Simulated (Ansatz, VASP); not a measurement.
# LuCuSe2: VASP beside Ansatz, part 2 of 2

Wanted: the spread between two codes on one cell, functional and k mesh. The cell is taken from a series of runs on this material, whose earlier steps may have relaxed, scaled, displaced or heated it; both programs get it as it stands.

VASP 6.6.1 and Ansatz 0.2.0.

So far: The structure; VASP: relaxation of cell and atoms, PBEsol with D3(BJ).

### Step 3. Ansatz: relaxation of cell and atoms, PBEsol with D3(BJ)

Level of this step: Ansatz beside VASP: Kohn-Sham DFT, plane waves, PBEsol with D3(BJ) (Ansatz).

Ansatz runs on its default PAW (the set named soft_2) files.

The same cell, functional and mesh now go to Ansatz, which takes its cutoff from its data sets.

File input.yaml:

```yaml
crystal:
  lattice:
    - [3.9303665873, 0.0, 0.0]
    - [-1.9651832937, 3.4037973108, 0.0]
    - [0.0, 0.0, 6.1883693083]
  atoms:
    - { symbol: Lu, position: [0.0, 0.0, 0.8024684258] }
    - { symbol: Cu, position: [0.6666666667, 0.3333333333, 0.1806201313] }
    - { symbol: Se, position: [0.3333333333, 0.6666666667, 0.0732897796] }
    - { symbol: Se, position: [0.6666666667, 0.3333333333, 0.5628206632] }
kpoints:
  mp_grid: { grid: [9, 9, 4] }
hamiltonian:
  xc: pbesol
  dispersion: d3bj
scf:
  occupations: { method: fixed }
output:
  forces: true
  stress: true
  eigenvalues: true
relax:
  adjacent_minimum: "off"
  f_tol: 0.001
  max_steps: 60
  cell: { stress_tol: 0.01 }
```

The run is started by

```bash
ansatz run input.yaml --threads 2 --pin off --max-ram 5120MiB --backend cpu --events-out ev --progress --plain --runs-dir out
```

Numbers of over 12 decimals in the logs are rounded to 6 here.

Output:

```text
Engine: ansatz 0.2.0, x86_64-unknown-linux-gnu
Pseudopotentials: kind: paw
Pseudopotential: Lu, paw, valence charge 25, recommended cutoff 420 eV (normal), Lu.paw.azcp
Pseudopotential: Cu, paw, valence charge 19, recommended cutoff 420 eV (normal), Cu.paw.azcp
Pseudopotential: Se, paw, valence charge 16, recommended cutoff 420 eV (normal), Se.paw.azcp
Functional definition: PBEsol
  exchange = pbesol_x
  correlation = pbesol_c
Crystal: 4 atoms, lattice volume = 82.789 Å³
Basis set: ecut = 420 eV, 1641 PW (Γ), exchange–correlation on 54×54×90 points (8 copies of the dense FFT grid, shifted against one another)
Bands: 46, of which v1, the nominal top of the filled ones, is band 38 counted from 1 (37 counted from 0)
Symmetry: 6 space group operations
Space group: P3m1 (ITA 156), of the structure as read, at distance tolerance 4.4e-5 Å
k-points: 43 of 324 (time reversal used)
Non-local potential: Lu, projectors of the file, l = 0: 3, l = 1: 2, l = 2: 2, l = 3: 3
Non-local potential: Cu, projectors of the file, l = 0: 3, l = 1: 2, l = 2: 3, l = 3: 1
Non-local potential: Se, projectors of the file, l = 0: 2, l = 1: 2, l = 2: 3, l = 3: 1
PAW form: soft (Blöchl's): semilocal exchange-correlation on the pseudo side does not see the compensation charge
PAW frozen core: Lu, regenerated for the run's functional, and the local potential with it (the file was generated under x = pbe(κ = 0.804, μ = 0.219515), c = pbe(β = 0.066725))
PAW frozen core: Cu, regenerated for the run's functional, and the local potential with it (the file was generated under x = pbe(κ = 0.804, μ = 0.219515), c = pbe(β = 0.066725))
PAW frozen core: Se, regenerated for the run's functional, and the local potential with it (the file was generated under x = pbe(κ = 0.804, μ = 0.219515), c = pbe(β = 0.066725))
PAW one-centre angular grid: Lu, 590 points (default); XC on 64 Gauss nodes
PAW one-centre angular grid: Cu, 590 points (default); XC on 64 Gauss nodes
PAW one-centre angular grid: Se, 590 points (default); XC on 64 Gauss nodes
Initial density: superposition of atomic densities (neutral atoms: chi_scale 0, normalization atom), corrected by the library's trained network
Initial wavefunctions: pseudopotential atomic-orbital guess
Functional: x = pbesol(κ = 0.804, μ = 0.123457), c = pbesol(β = 0.046)
SCF iter   1: F=—  HF=-32054.860011 eV  |F-HF|=—  |Δ(HF+E_count)|=         —  Δρ=9.73e-3  dr2=5.33e-2  ethr=1.77e-3  ⟨swp⟩=5.0  Hψ=7509  notcnv=0  defer=226
preconditioner: auto → Resta (q_TF=auto, 2.690 Å⁻¹)  ε∞=6.3  [insulator: Δε(μ)=0.822 eV  Ē_g=12.054 eV  n_scr=22 (ndim 8)  ℏωp=27.7 eV  f_vac=0.091  ε∞_Penn≈6.3]
SCF iter   2: F=—  HF=-32054.858866 eV  |F-HF|=—  |Δ(HF+E_count)|=   1.15e-3  Δρ=8.91e-3  dr2=4.28e-2  ethr=7.01e-5  ⟨swp⟩=3.0  Hψ=5550  notcnv=0  defer=254
SCF iter   3: F=—  HF=-32054.848461 eV  |F-HF|=—  |Δ(HF+E_count)|=   1.04e-2  Δρ=1.85e-3  dr2=2.57e-3  ethr=5.63e-5  ⟨swp⟩=2.7  Hψ=3627  notcnv=0  defer=252
SCF iter   4: F=—  HF=-32054.848137 eV  |F-HF|=—  |Δ(HF+E_count)|=   3.25e-4  Δρ=5.35e-4  dr2=2.93e-4  ethr=3.39e-6  ⟨swp⟩=2.9  Hψ=4006  notcnv=0  defer=256
SCF iter   5: F=—  HF=-32054.848136 eV  |F-HF|=—  |Δ(HF+E_count)|=   9.29e-7  Δρ=3.00e-4  dr2=7.73e-5  ethr=3.86e-7  ⟨swp⟩=2.8  Hψ=3624  notcnv=0  defer=254
SCF iter   6: F=—  HF=-32054.848126 eV  |F-HF|=—  |Δ(HF+E_count)|=   9.93e-6  Δρ=1.81e-4  dr2=2.58e-5  ethr=1.02e-7  ⟨swp⟩=2.5  Hψ=3592  notcnv=0  defer=165
SCF iter   7: F=—  HF=-32054.848136 eV  |F-HF|=—  |Δ(HF+E_count)|=   9.89e-6  Δρ=3.85e-5  dr2=1.84e-6  ethr=3.40e-8  ⟨swp⟩=2.0  Hψ=3083  notcnv=0  defer=216
SCF iter   8: F=—  HF=-32054.848137 eV  |F-HF|=—  |Δ(HF+E_count)|=   1.08e-6  Δρ=4.61e-5  dr2=1.55e-6  ethr=2.42e-9  ⟨swp⟩=2.0  Hψ=3528  notcnv=0  defer=214
SCF iter   9: F=-32054.848137 eV  HF=-32054.848137 eV  |F-HF|=2.94e-8  |Δ(HF+E_count)|=   3.52e-8  Δρ=5.92e-6  dr2=2.96e-8  ethr=1.32e-10  ⟨swp⟩=13.5  Hψ=15614  notcnv=0
SCF 1 converged in 9 iterations: F = -32054.848137 eV  dr2 = 2.96e-8
  greatest PAW one-centre occupation: 1.000 electrons in one spin orbital (limit 2), on the Cu atom at site 1 (counted from 0), in its partial waves of l = 0
relax step   1: F+E_penalty+E_count = -32054.84813683 eV  Δ(F+E_penalty+E_count) = +0.000e0 eV  max|allowed force component| = 1.013e-3 eV/Å  Δτ_max = 0.0000 Å  P = -0.002 GPa  Ω = 82.789 Å³  (9 SCF iters, dr2 threshold 1.00e-7 eV, accepted)
[...]
relax step   2: F+E_penalty+E_count = -32054.84813718 eV  Δ(F+E_penalty+E_count) = -3.485e-7 eV  max|allowed force component| = 1.296e-3 eV/Å  Δτ_max = 0.0001 Å  P = -0.002 GPa  Ω = 82.788 Å³  energy of the carried Pulay correction = +3.389e-7 eV  (8 SCF iters, dr2 threshold 6.41e-11 eV, accepted)
[...]
relax step   3: F+E_penalty+E_count = -32054.84813750 eV  Δ(F+E_penalty+E_count) = -3.200e-7 eV  max|allowed force component| = 1.161e-4 eV/Å  Δτ_max = 0.0001 Å  P = -0.001 GPa  Ω = 82.787 Å³  energy of the carried Pulay correction = +5.728e-7 eV  (6 SCF iters, dr2 threshold 1.05e-10 eV, accepted)
[...]
relax step   4: F+E_penalty+E_count = -32054.84813750 eV  Δ(F+E_penalty+E_count) = -5.093e-11 eV  max|allowed force component| = 1.112e-4 eV/Å  Δτ_max = 0.0000 Å  P = -0.001 GPa  Ω = 82.787 Å³  stress off target by 8.40e-4 GPa  SCF on the basis re-selected at this cell (its energy is not comparable with the rows above)  (7 SCF iters)
basis re-selected at this cell: Δ(F+E_penalty+E_count) = -5.093e-11 eV, ΔP = -0.000 GPa vs the last step (what re-selecting the basis moved, of the pressure what is left beyond the Pulay correction that the steps carried, after the strain that the cell walked since its last selection, with what the two solves' SCF thresholds leave and, on support functions, any second-order correction that the steps lacked; it is no  [...]
SCF converged after 7 iterations
Free energy (F): -32054.848137 eV
Harris-Foulkes:  -32054.848137 eV  (|F-HF|=0.00e0)
Internal energy: -32054.848137 eV  (E = F + TS)
E sigma→0 (E₀):  -32054.848137 eV
Fermi energy:    12.338193 eV
--- Per-component energies (eV) ---
  E_band       = -1127.005405
  E_kinetic    = 963.013278
  E_local      = -16749.635663  (includes V_loc(G=0)·N_el)
  E_nonlocal   = -205.343337
  E_hartree    = 7555.964235
  E_xc         = -515.025253
  E_vxc        = -572.939679  (∫ρ·V_xc dr)
  E_paw        = -12622.822837  (= ΣΔE_a)
  E_vpaw       = 325.972401  (= ΣTr[D̂ρ^β])
  E_aug_tail   = -0.000873  (compensation charges beyond the density's cutoff)
  E_ewald      = -10482.842440
  E_disp       = -1.570517  (pairwise vdW)
  E_core_change = 3.415271  (= ΣΔE_core)
  E_smearing   = -0.000000  (= −TS)
  E_closure    = 0.000000  (closes the sum)
  Σ components = -32054.848137   (vs F -32054.848137, Δ=0.00e0)
--- Forces (eV/Å), atoms counted from 1 ---
  atom   1  Lu     0.00000000     0.00000000    -0.00004158
  atom   2  Cu     0.00000000    -0.00000000     0.00011112
  atom   3  Se    -0.00000000    -0.00000000    -0.00003081
  atom   4  Se     0.00000000     0.00000000    -0.00003895
  max |Σ_I F_I| component: 2.21e-7 eV/Å
--- Stress (GPa, compression-positive) ---
       -0.000470       0.000000       0.000000
        0.000000      -0.000470      -0.000000
        0.000000      -0.000000      -0.000840
  P = ⅓ Tr σ = -0.0006 GPa (-0.006 kbar)
--- Band table (eV; the first three rows and the last of 43) ---
  k-point 0: bands = [... 34 lower, 10.2257, 12.2165, 12.3382, 12.3382, 13.6107, 14.5760, 14.5760, 14.6042, ... 4 higher]
  k-point 1: bands = [... 34 lower, 10.3842, 11.3499, 12.0665, 12.0665, 13.7358, 14.5048, 14.5048, 15.3935, ... 4 higher]
  k-point 2: bands = [... 34 lower, 10.5852, 10.7635, 11.7650, 11.7650, 13.7504, 14.4465, 14.4465, 15.8720, ... 4 higher]
  k-point 42: bands = [... 34 lower, 9.8283, 10.1860, 10.5240, 10.7596, 14.6028, 15.3079, 15.5678, 17.2514, ... 4 higher]
--- Relaxed structure (3 steps of the walk, 3 accepted, 1 SCFs on fresh bases) ---
  F+E_penalty+E_count = -32054.84813750 eV   max|allowed force component| = 1.112e-4 eV/Å   (the final SCF, on the basis selected at the relaxed cell)
  cell:  # Å, volume = 82.7871 Å³
    - [3.930311, 2.8867111811457223e-11, 0]
    - [-1.965156, 3.403749, 0]
    - [0, 0, 6.188399]
  atoms:
    - { symbol: Lu, position: [-3.2381504885438934e-17, -1.8503717076008887e-17, 0.802476] }
    - { symbol: Cu, position: [0.666667, 0.333333, 0.180622] }
    - { symbol: Se, position: [0.333333, 0.666667, 0.073292] }
    - { symbol: Se, position: [0.666667, 0.333333, 0.562810] }
```

### Step 4. Comparison

Known differences besides the potentials themselves: fixed occupations in Ansatz, narrow Gaussian smearing in VASP; the data sets hold 76 valence electrons in Ansatz (on its default PAW (the set named soft_2) files) and 32 in VASP; the cutoff is 420 eV in Ansatz and 600 eV in VASP; Ansatz makes its cores anew for this functional, VASP keeps those of its PBE data sets; Ansatz adds a Pulay correction to the stress that steers its cell, VASP none. Total energies have different zeros and are not compared.

The two programs side by side:

```csv
quantity,Ansatz,VASP,difference
volume (Å³),82.79,82.87,-0.10 %
"edge a after relaxation, in the typed setting (Å)",3.930,3.933,-0.06 %
"edge c after relaxation, in the typed setting (Å)",6.188,6.187,+0.03 %
```

### Step 5. Outcome

- difference in volume (relaxation of cell and atoms, PBEsol with D3(BJ)): -0.096 %

What this shows: The difference in volume is -0.096 % (relaxation of cell and atoms, PBEsol with D3(BJ)), within the 1.2 % picked in this series as the mark of a large difference, as far as the stopping tolerances let one tell. The data sets hold unlike numbers of valence electrons (76 in Ansatz and 32 in VASP), so part of the differences comes from the potentials. How closely two codes agree says nothing of how well the functional describes the real material.

[Lines on the potential files, build, host, timing and source positions are cut from VASP's logs without a mark.]

[Logs are printed without paths, hosts, clocks, repeated set-up lines and the standing remarks that a program may print on its own settings, such as how far it seeks lower states.]

[Hosts, paths, dates, database ids (printed as entryN), source tags and the programs' standing remarks are cut or masked in the printed files.]
